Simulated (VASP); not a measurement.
Given:

```
CELL_PARAMETERS angstrom
      3.03549     0.00000     0.00000
     -1.51775     2.62882     0.00000
      0.00000     0.00000     8.03170
ATOMIC_POSITIONS crystal
  Ta 0.00000 0.00000 0.00000
  Ta 0.00000 0.00000 0.50000
  Si 0.33333 0.66667 0.25000
  Si 0.66667 0.33333 0.75000
```

Computed with PBE GGA, VASP's PBE PAW potentials (set 64) (plane waves; VASP). Numerical set-up: 400 eV cut-off, 13×13×5 Γ-centred mesh, tetrahedra with Blöchl corrections, potentials Ta_pv Si.

The cores are frozen, which limits the accuracy of field gradients.

### Question
Give the principal components of the electric field gradient (V/Å²) and the asymmetry η at each nucleus.

### Answer

```
atom    Vxx    Vyy    Vzz     η
----  -----  -----  -----  ----
Ta1   -81.4  -81.4  162.8  0.00
Ta2   -81.4  -81.4  162.8  0.00
Si3    31.4   31.4  -62.8  0.00
Si4    31.4   31.4  -62.8  0.00
```

The structure was generated: TaSi was put into the NiAs type type (P6_3/mmc), which need not be its known phase. It was relaxed first, which changed the volume by -41 %.
